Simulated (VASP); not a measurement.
Given:

```
CELL_PARAMETERS angstrom
      0.00000     1.90000     1.90000
      1.90000     0.00000     1.90000
      1.90000     1.90000     0.00000
ATOMIC_POSITIONS crystal
  Rh 0.00000 0.00000 0.00000
```

Level of theory: r2SCAN meta-GGA, VASP's PBE PAW potentials (set 64) (plane waves; VASP 6.6.1). Run with 480 eV cut-off, 16×16×16 Γ-centred mesh, first-order Methfessel-Paxton smearing of 0.10 eV, potentials Rh_pv.

**Question.** Give the stress tensor in GPa (positive for a compressed cell).

**Answer.** 
```
1.24  0.00  0.00
0.00  1.24  0.00
0.00  0.00  1.24
```
The pressure is its mean diagonal, 1.24 GPa.

The compound is Rh in the fcc structure. The cell was not relaxed at this level.
